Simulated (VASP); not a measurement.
# SiB2 (P2_1/m) in VASP: density of states with PBE

Aim: the density of states of SiB2 with PBE.

Program: VASP 6.6.1. These are calculated values, not measurements. Logs are shortened: lines on timing, memory, paths and dates and some standing lists are left out, and cuts for length are marked.

### Step 1. Starting point

The structure is monoclinic, space group P2_1/m (No. 11). Conventional cell: a = 3.776 Å, b = 2.982 Å, c = 5.045 Å, α = 90.00°, β = 109.74°, γ = 90.00°. Around Si (site symmetry m) lie 6 B at 2.01 to 2.26 Å. B (site symmetry m) is surrounded by 3 B at 1.77 to 1.86 Å and 1 Si at 2.01 Å. Around B (site symmetry m) lie 3 B at 1.83 to 1.86 Å and 1 Si at 2.02 Å.

The cell was built by a generator and needn't be a form met in nature.

### Step 2. Density of states, PBE

The input, POSCAR:

```
SiB2                                    
1.0
    3.7758433872      0.0000000000      0.0189175484
    0.0000000000      2.9817493377      0.0000000000
   -1.7276612452      0.0000000000      4.7403538267
  Si              B             
     2     4
Direct
     0.7189361346283389    0.2500000000000000    0.7489812949934640
     0.2810638653716611    0.7500000000000000    0.2510187050065361
     0.1213520224589783    0.2500000000000000    0.5709621575236062
     0.3506541632249571    0.2500000000000000    0.9607142539557180
     0.6493458367750429    0.7500000000000000    0.0392857460442820
     0.8786479775410218    0.7500000000000000    0.4290378424763937
```

The input, INCAR.step1:

```
PREC = Accurate
ENCUT = 520
EDIFF = 1E-7
ISMEAR = 0
SIGMA = 0.1
LREAL = F
LASPH = T
NELM = 80
ALGO = Fast
ISIF = 2
LWAVE = F
LCHARG = T
GGA = PE
NBANDS = 19
KPAR = 4
```

The input, KPOINTS.step1:

```
Automatic mesh
0
Gamma
  8 10 6
```

The input, INCAR.step2:

```
PREC = Accurate
ENCUT = 520
EDIFF = 1E-7
ISMEAR = -5
SIGMA = 0.1
LREAL = F
LASPH = T
NELM = 80
ALGO = Fast
ISIF = 2
LWAVE = F
LCHARG = F
GGA = PE
LORBIT = 11
NBANDS = 19
KPAR = 4
NEDOS = 1001
ICHARG = 11
```

The input, KPOINTS.step2:

```
Automatic mesh
0
Gamma
  12 15 9
```

Potentials or basis: VASP PAW PBE potentials, release 64 (Si, B).

Launch:

```bash
$ cat potpaw_PBE.64/Si/POTCAR potpaw_PBE.64/B/POTCAR > POTCAR
$ cp INCAR.step1 INCAR
$ cp KPOINTS.step1 KPOINTS
$ mpirun -np 4 vasp_std > vasp.out
$ cp INCAR.step2 INCAR
$ cp KPOINTS.step2 KPOINTS
$ mpirun -np 4 vasp_std > vasp.out
```

OUTCAR:

```text
PREC = Accurate
   ENCUT = 520
   EDIFF = 1E-7
   ISMEAR = -5
   LREAL = F
   LASPH = T
   NELM = 80
   ISIF = 2
   GGA = PE
   LORBIT = 11
   ICHARG = 11

 ion  position               nearest neighbor table
   1  0.719  0.250  0.749-   3 2.01   4 2.02   3 2.13   5 2.17   5 2.17   4 2.26   6 2.42   6 2.42
                             2 2.91   2 2.91   2 3.08   2 3.08
   2  0.281  0.750  0.251-   6 2.01   5 2.02   6 2.13   4 2.17   4 2.17   5 2.26   3 2.42   3 2.42
                             1 2.91   1 2.91   1 3.08   1 3.08
   3  0.121  0.250  0.571-   6 1.77   6 1.77   4 1.86   1 2.01   1 2.13   2 2.42   2 2.42
   4  0.351  0.250  0.961-   5 1.83   5 1.83   3 1.86   1 2.02   2 2.17   2 2.17   1 2.26
   5  0.649  0.750  0.039-   4 1.83   4 1.83   6 1.86   2 2.02   1 2.17   1 2.17   2 2.26
   6  0.879  0.750  0.429-   3 1.77   3 1.77   5 1.86   2 2.01   2 2.13   1 2.42   1 2.42

  LATTYP: Found a simple monoclinic cell.
 ALAT       =     3.7758907768
 B/A-ratio  =     0.7896810353
 C/A-ratio  =     1.3362067984
 COS(beta)  =    -0.3377135186

  Lattice vectors:

 A1 = (   3.7758433872,   0.0000000000,   0.0189175484)
 A2 = (   0.0000000000,   2.9817493377,   0.0000000000)
 A3 = (  -1.7276612452,   0.0000000000,   4.7403538267)

Analysis of symmetry for initial positions (statically):
=====================================================================
 Subroutine PRICEL returns:
 Original cell was already a primitive cell.

 Routine SETGRP: Setting up the symmetry group for a
 simple monoclinic supercell.

 Subroutine GETGRP returns: Found  4 space group operations
 (whereof  2 operations were pure point group operations)
 out of a pool of  4 trial point group operations.

The static configuration has the point symmetry S_2 .
 The point group associated with its full space group is C_2h.

Analysis of symmetry for dynamics (positions and initial velocities):
=====================================================================
 Subroutine PRICEL returns:
 Original cell was already a primitive cell.

 Routine SETGRP: Setting up the symmetry group for a
 simple monoclinic supercell.

 Subroutine GETGRP returns: Found  4 space group operations
 (whereof  2 operations were pure point group operations)
 out of a pool of  4 trial point group operations.

The dynamic configuration has the point symmetry S_2 .
 The point group associated with its full space group is C_2h.

 Subroutine INISYM returns: Found  4 space group operations
[... 116 lines left out ...]
   TEBEG  =    0.0;   TEEND  =   0.0 temperature during run
   PSTRESS=    0.0 pullay stress
   NELECT =      20.0000    total number of electrons
   NUPDOWN=      -1.0000    fix difference up-down
   EMIN   =  10.00;   EMAX   =-10.00  energy-range for DOS
   EFERMI =   0.00;   METHOD = LEGACY
   ISMEAR =    -5;   SIGMA  =   0.10  broadening in eV -4-tet -1-fermi 0-gaus
   EFERMI_NEDOS =   21; number of points for ismear=-14 and -15
   IALGO  =     68    algorithm
   IMIX   =      4    mixing-type and parameters
     AMIX     =   0.40;   BMIX     =  1.00
     AMIX_MAG =   1.60;   BMIX_MAG =  1.00
  volume/ion in A,a.u.               =       8.91        60.14
  Fermi-wavevector in a.u.,A,eV,Ry     =   1.179566  2.229056 18.930807  1.391375
  Thomas-Fermi vector in A             =   2.315874
   LORBIT       =     11    0 simple, 1 ext, 2 COOP (PROOUT), +10 PAW based schemes
   GGA     = PE    functional components
   LHFCALC =     F    Hartree Fock is set to
   AEXX    =    0.0000 exact exchange contribution
   IVDW    =     0    specifies the selected vdW correction
   LEPSILON=     F    determine dielectric tensor
   LRPA    =     F    only Hartree local field effects (RPA)
 non-spin polarized calculation
 RMM-DIIS sequential band-by-band and
 Fermi weights with tetrahedron method with Bloechl corrections
  energy-cutoff  :      520.00
  volume of cell :       53.47
 maximum number of plane-waves:      1460

 number of electron      20.0000000 magnetization

 Free energy of the ion-electron system (eV)
  ---------------------------------------------------
  ext. energy  EPLUGINS =         0.00000000
  ---------------------------------------------------
  free energy    TOTEN  =       -35.43136014 eV

  energy without entropy =      -35.43136014  energy(sigma->0) =      -35.43136014

 E-fermi :   9.4273     XC(G=0): -11.7735

 val. band max:        9.5535022607   @ k =   0.4167   0.0667   0.1111
 cond. band min:       9.3243043207   @ k =  -0.0833   0.0000   0.4444
 fundamental gap:     -0.2291979400
 Fermi energy:         9.4272777232

 k-point     1 :       0.0000    0.0000    0.0000
  band No.  band energies     occupation
      1      -6.6868      2.00000
      2      -1.3034      2.00000
      3      -1.2150      2.00000
      4       2.7994      2.00000
      5       3.3112      2.00000
      6       3.9832      2.00000
[... 505 lines left out ...]
      6       3.1192      2.00000
[... 11 lines left out ...]
     18      17.7220      0.00000
     19      18.1122      0.00000

 [... further k-points ...]
[... 5 lines left out ...]
  --------------------------------------------------------------------------------------
  -------------------------------------------------------------------------------------
  Total       -0.3542642     -0.0443604      0.2717501      0.0000000      0.0000000     -0.0230495
  in kB      -10.6157254     -1.3292843      8.1431458      0.0000000      0.0000000     -0.6906901
  external PRESSURE =      -1.2672880 kB  Pullay stress =       0.0000000 kB

 VOLUME and BASIS-vectors are now :
 -----------------------------------------------------------------------------
  energy-cutoff  :      520.00
  volume of cell :       53.47
      direct lattice vectors                 reciprocal lattice vectors
     3.775843387  0.000000000  0.018917548     0.264358776  0.000000000  0.096347747
     0.000000000  2.981749338  0.000000000     0.000000000  0.335373597  0.000000000
    -1.727661245  0.000000000  4.740353827    -0.001054989  0.000000000  0.210570218

 POSITION                                       TOTAL-FORCE (eV/Angst)
 -----------------------------------------------------------------------------------
      1.42060      0.74544      3.56404        -0.014571      0.000000      0.000765
      0.62758      2.23631      1.19523         0.014571      0.000000     -0.000765
     -0.52822      0.74544      2.70886         0.012363      0.000000      0.025212
     -0.33577      0.74544      4.56076         0.001403      0.000000     -0.018368
      2.38396      2.23631      0.19851        -0.001403      0.000000      0.018368
      2.57641      2.23631      2.05041        -0.012363      0.000000     -0.025212
 -----------------------------------------------------------------------------------
    total drift:                               -0.000000      0.000000     -0.000000

  FREE ENERGIE OF THE ION-ELECTRON SYSTEM (eV)
  ---------------------------------------------------
  free  energy   TOTEN  =       -35.4313601428 eV

  energy  without entropy=      -35.4313601428  energy(sigma->0) =      -35.43136014

 total charge

# of ion       s       p       d       tot
------------------------------------------
    1        0.713   0.848   0.000   1.561
    2        0.713   0.848   0.000   1.561
    3        0.682   1.295   0.000   1.977
    4        0.673   1.277   0.000   1.950
    5        0.673   1.277   0.000   1.950
    6        0.682   1.295   0.000   1.977
--------------------------------------------------
tot          4.136   6.840   0.000  10.976
```

OUTCAR.step1:

```text
PREC = Accurate
   ENCUT = 520
   EDIFF = 1E-7
   ISMEAR = 0
   LREAL = F
[... 773 lines left out ...]
     -0.52822      0.74544      2.70886         0.002946      0.000000     -0.002250
     -0.33577      0.74544      4.56076        -0.000747      0.000000      0.001597
      2.38396      2.23631      0.19851         0.000747      0.000000     -0.001597
      2.57641      2.23631      2.05041        -0.002946      0.000000      0.002250
 -----------------------------------------------------------------------------------
    total drift:                               -0.000000      0.000000     -0.000000

  FREE ENERGIE OF THE ION-ELECTRON SYSTEM (eV)
  ---------------------------------------------------
  free  energy   TOTEN  =       -35.4314329315 eV

  energy  without entropy=      -35.4259663168  energy(sigma->0) =      -35.42869962
```

OSZICAR.step1:

```text
N       E                     dE             d eps       ncg     rms          rms(c)
DAV:   1     0.294493147701E+02    0.29449E+02   -0.88655E+03  5928   0.938E+02
DAV:   2    -0.357874080331E+02   -0.65237E+02   -0.62284E+02  7693   0.169E+02
DAV:   3    -0.379513927736E+02   -0.21640E+01   -0.21383E+01  7869   0.261E+01
DAV:   4    -0.379638421320E+02   -0.12449E-01   -0.12439E-01  7736   0.212E+00
DAV:   5    -0.379639140599E+02   -0.71928E-04   -0.71920E-04  7611   0.159E-01    0.977E+00
RMM:   6    -0.356313865212E+02    0.23325E+01   -0.28348E+00  6074   0.673E+00    0.487E+00
RMM:   7    -0.354483865299E+02    0.18300E+00   -0.13254E+00  6401   0.457E+00    0.154E+00
RMM:   8    -0.354402042403E+02    0.81823E-02   -0.15164E-01  6379   0.207E+00    0.463E-01
RMM:   9    -0.354312255816E+02    0.89787E-02   -0.27157E-02  7075   0.789E-01    0.190E-01
RMM:  10    -0.354316378255E+02   -0.41224E-03   -0.34245E-03  7209   0.310E-01    0.124E-01
RMM:  11    -0.354314324843E+02    0.20534E-03   -0.37980E-04  7140   0.122E-01    0.208E-02
RMM:  12    -0.354314350683E+02   -0.25841E-05   -0.65977E-05  7252   0.425E-02    0.159E-02
RMM:  13    -0.354314359617E+02   -0.89331E-06   -0.86601E-06  7379   0.156E-02    0.115E-02
RMM:  14    -0.354314333567E+02    0.26050E-05   -0.28466E-06  7195   0.786E-03    0.502E-03
RMM:  15    -0.354314329445E+02    0.41214E-06   -0.14761E-06  7150   0.496E-03    0.260E-03
RMM:  16    -0.354314329315E+02    0.13065E-07   -0.16546E-07  5648   0.211E-03
   1 F= -.35431433E+02 E0= -.35428700E+02  d E =-.546661E-02
```

Run time: 37 s. Hardware: 4 MPI ranks of Intel Xeon 6975P-C (Granite Rapids), shared host; peak memory 0.42 GiB.

Results:

| Quantity | Value |
| --- | --- |
| Valence electrons inside the program's atomic spheres | Si 1.56; B 1.98, 1.95 |

States per cell in windows of 1 eV (zero at the Fermi level; states under -8 eV left out):
```
from (eV)  total  B3_p  B6_p  B4_p  B5_p  Si1_p  Si2_p
     -8.0   1.50  0.08  0.08  0.09  0.09   0.10   0.10
     -7.0   1.64  0.10  0.10  0.11  0.11   0.12   0.12
     -6.0   1.47  0.10  0.10  0.11  0.11   0.09   0.09
     -5.0   1.76  0.15  0.15  0.15  0.15   0.08   0.08
     -4.0   2.22  0.21  0.21  0.22  0.22   0.09   0.09
     -3.0   1.81  0.21  0.21  0.16  0.16   0.07   0.07
     -2.0   1.42  0.16  0.16  0.12  0.12   0.06   0.06
     -1.0   0.94  0.07  0.07  0.07  0.07   0.03   0.03
      0.0   0.89  0.04  0.04  0.04  0.04   0.04   0.04
      1.0   1.34  0.05  0.05  0.06  0.06   0.08   0.08
      2.0   2.00  0.08  0.08  0.10  0.10   0.13   0.13
      3.0   1.81  0.08  0.08  0.11  0.11   0.11   0.11
      4.0   1.94  0.10  0.10  0.11  0.11   0.12   0.12
      5.0   2.32  0.14  0.14  0.13  0.13   0.14   0.14
      6.0   2.40  0.16  0.16  0.15  0.15   0.13   0.13
      7.0   2.35  0.16  0.16  0.14  0.14   0.16   0.16
```

Caveat: tetrahedron occupations give inexact forces and stress in metals.
